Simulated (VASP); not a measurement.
Energy against volume of GaN (zinc blende). These are vdW-DF-cx, VASP's PBE PAW potentials (set 64) (plane waves; VASP 6.6.1) values and carry that method's errors. Run with 520 eV cut-off, 10×10×10 Γ-centred mesh, Gaussian smearing of 0.050 eV, potentials Ga_d N.

```
V (Å³/atom)  E (eV/atom)
-----------  -----------
11.079          -3.90239
11.421          -3.90907
11.764          -3.90378
12.106          -3.88834
```

Question: Fit these four points and predict the energy of the run at 10.736 Å³/atom.

Answer: A cubic in V^(−2/3), the third-order Birch-Murnaghan form, passes through the four points with V0 = 11.43 Å³/atom and B0 = 186 GPa, and gives -3.8816 eV/atom there. The run gave -3.8816 eV/atom, -0.0 meV/atom from the fit; all five points give B0 = 185 GPa.

The compound is GaN in the zinc blende structure, a metastable form; wurtzite is the usual one. It was relaxed first.
